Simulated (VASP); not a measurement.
Br2, in a box:

```
Br
1.0
    12.47229    0.00000    0.00000
     0.00000   12.97229    0.00000
     0.00000    0.00000   13.47229
Br
2
Direct
  0.50785 0.46031 0.57320
  0.49198 0.54837 0.42519
```

Base run:

| Property | Result |
| --- | --- |
| Program | VASP 6.6.1 |
| Functional | PBE |
| Dispersion | D3(BJ) |
| Potentials or basis | VASP PAW PBE potentials, release 64 (Br) |
| Cutoff | 400 eV |
| k mesh | 1 × 1 × 1 |
| Occupations | gaussian, width 0.01 eV |
| Spin | no spin polarisation |

Its results: gap between the frontier levels 2.15 eV.

The run is repeated on the same cell with these changes: functional from PBE to HSE06; further incar settings from ALGO = Fast; EDIFF = 1e-07; ISYM = 0; IBRION = 5; POTIM = 0.015; NSW = 1 to ALGO = Damped; EDIFF = 1e-06; ISYM = 0. What comes out?

Gap between the frontier levels 3.64 eV.

A k mesh can miss the band edges.

Not every run made on this cell is shown here.
